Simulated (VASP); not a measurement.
Method: RPBE GGA, VASP's PBE PAW potentials (set 64) (plane waves; VASP).

A VASP calculation is set up with these files.

**POSCAR**
```
AuI
3.751320
  1.0000000000   0.0000000000   0.0000000000
 -0.5000000000   0.8660255590   0.0000000000
  0.0000000000   0.0000000000   0.9759505987
Au I
1 1
direct
  0.0000000000   0.0000000000   0.0000000000
  0.6666670000   0.3333330000   0.5000000000
```

**KPOINTS**
```
Automatic mesh
0
Gamma
7 7 7
0 0 0
```

**INCAR**
```
# general
SYSTEM =AuI
PREC   =Accurate
ENCUT  =400
LREAL  =F   # projection in real space or not
LASPH  =T   # aspherical one-centre terms

# electronic loop
EDIFF  =1E-6   # SCF stop (eV)
NELM   =100   # most electronic steps
ALGO   =Normal
LMAXMIX=6   # l cut-off of mixed one-centre charges

# smearing
ISMEAR =0   # Gaussian
SIGMA  =0.05   # width (eV)

# functional
GGA    =RP   # RPBE

# ions
ISIF   =2   # forces and stress, cell fixed

# output
LWAVE  =F
LCHARG =F
```

POTCAR, in this order: Au I (PBE.64 set). Program: vasp_std.

Unless said otherwise, spin-orbit coupling is left out, though it shifts the bands of the heavy elements here.

Q: Predict the energy per atom (σ→0), pressure, band gap (on the k-mesh).

A: 
```yaml
energy per atom (σ→0): -1.248 eV/atom
band gap (on the k-mesh): none (metal, semimetal or under 0.01 eV)
pressure: 22.14 GPa
```

**OSZICAR**
```
...
DAV:   6    -0.250206808494E+01    0.12820E+00   -0.44043E-01   922   0.796E+00    0.942E+00
DAV:   7    -0.249768753594E+01    0.43805E-02   -0.26401E-02   957   0.121E+00    0.209E+00
DAV:   8    -0.249710037486E+01    0.58716E-03   -0.15162E-03   927   0.380E-01    0.266E-01
DAV:   9    -0.249714323139E+01   -0.42857E-04   -0.23183E-04   985   0.154E-01    0.666E-02
DAV:  10    -0.249714986902E+01   -0.66376E-05   -0.98270E-06   985   0.298E-02    0.257E-02
DAV:  11    -0.249715473553E+01   -0.48665E-05   -0.50056E-06   922   0.189E-02    0.701E-03
DAV:  12    -0.249715477366E+01   -0.38124E-07   -0.43240E-07   626   0.675E-03
   1 F= -.24971548E+01 E0= -.24966873E+01  d E =-.934890E-03
```

The structure was generated: AuI was put into the WC type (P-6m2), which need not be its known phase. The cell was not relaxed at this level. The run is one of a series of settings (GGA = RP against the base run), some of them coarse on purpose.
